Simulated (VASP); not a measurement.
Input:

```xyz
1
Lattice="-3.0234 3.0234 3.0234 3.0234 -3.0234 3.0234 3.0234 3.0234 -3.0234" Properties=species:S:1:pos:R:3 pbc="T T T"
Cs     0.0000     0.0000     0.0000
```

All values below come from PBE GGA with D3 dispersion (Becke-Johnson damping), VASP's PBE PAW potentials (set 64) (plane waves; VASP). Numerical set-up: 520 eV cut-off, Gaussian smearing of 0.050 eV, potentials Cs_sv.

Unless said otherwise, spin-orbit coupling is left out, though it shifts the bands of the heavy elements here.

### Question
Predict the band gap (along the path) with the smallest direct gap where there is one.

### Answer

- band gap (along the path) = none (metal, semimetal or under 0.01 eV)

Total energies compare only between runs with the same potentials, cut-off and functional.

The compound is Cs in the bcc structure. It was relaxed first.
